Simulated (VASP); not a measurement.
Set up this calculation in VASP 6.6.1, as the native input.

- Task: relaxation of cell and atoms
- Functional: r2SCAN
- Potentials or basis: VASP PAW PBE potentials, release 64 (Ta_pv)
- Cutoff: 600 eV
- k mesh: 16 × 16 × 16
- Occupations: methfessel-paxton, width 0.1 eV
- Spin: no spin polarisation
- Further INCAR settings: ALGO = Normal; EDIFF = 1e-07; IBRION = 2; EDIFFG = -0.005; NSW = 90; ISIF = 3

The structure of Ta lies in POSCAR:

```
Ta                                      
1.0
   -1.6552091830      1.6552091830      1.6552091830
    1.6552091830     -1.6552091830      1.6552091830
    1.6552091830      1.6552091830     -1.6552091830
  Ta            
     1
Direct
     0.0000000000000000    0.0000000000000000    0.0000000000000000
```

One way to write it, as run:

INCAR

```
SYSTEM = Ta
PREC = Accurate
ENCUT = 600
EDIFF = 1E-7
ISMEAR = 1
SIGMA = 0.1
LREAL = .False.
LASPH = .True.
NELM = 80
ALGO = Normal
ISIF = 3
LWAVE = .False.
LCHARG = .False.
METAGGA = R2SCAN
LMIXTAU = .True.
IBRION = 2
NSW = 90
EDIFFG = -0.005
```

KPOINTS

```
regular mesh
0
Gamma
  16 16 16
  0 0 0
```

Potentials or basis: VASP PAW PBE potentials, release 64 (Ta_pv).

Launch:

```console
$ cat potpaw_PBE.64/Ta_pv/POTCAR > POTCAR
$ mpirun -np 1 vasp_std > vasp.out
```

Results of the run:

The pressure after relaxing is 0.0 GPa. The band gap on the k mesh is none (metal or under the smearing width).

Caveat: the relaxation stopped at its first step, so nothing moved; the PAW data sets were made with another functional, which shifts forces and pressure a little.

It took 37 s on 1 thread of Intel(R) Xeon(R) 6975P-C (Granite Rapids), on a shared host, peak memory 0.16 GiB.
